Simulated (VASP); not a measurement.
A convergence study with VASP on TaC: one setting is varied, all else stays as given below, so the limit is that of these other settings.

```
CELL_PARAMETERS angstrom
      3.13793     0.00000     0.00000
     -3.13793     3.13793     0.00000
      0.00000     0.00000    20.65660
ATOMIC_POSITIONS crystal
  C  0.00000 0.50000 0.44629
  C  0.00000 0.00000 0.33888
  C  0.00000 0.50000 0.66112
  C  0.00000 0.00000 0.55371
  Ta 0.00000 0.00000 0.44629
  Ta 0.00000 0.50000 0.33888
  Ta 0.00000 0.00000 0.66112
  Ta 0.00000 0.50000 0.55371
```

Level of theory: PBEsol GGA, VASP's PBE PAW potentials (set 64) (plane waves; VASP). The tightest run used: 400 eV cut-off, 32×32×1 Γ-centred mesh, Gaussian smearing of 0.10 eV, potentials C Ta_pv.

```csv
setting,E (eV/atom),irreducible k-points
3×3×1 mesh,-11.3184,3
4×4×1 mesh,-11.3862,6
5×5×1 mesh,-11.4123,6
6×6×1 mesh,-11.4124,10
7×7×1 mesh,-11.4183,10
8×8×1 mesh,-11.4140,15
9×9×1 mesh,-11.4111,15
```

### Question
These are the cheaper rows. Estimate the results at 32×32×1 mesh, and how far the last row shown lies from them.

### Answer

```tsv
quantity	tightest run	last row shown is off by
E (eV/atom)	-11.4140	0.0029
```

Left out are rungs that failed or repeat a setting and relaxations that didn't move; long series are thinned to 24 rows.

The cell is a sheet or thin cut with vacuum, built from a generated structure.
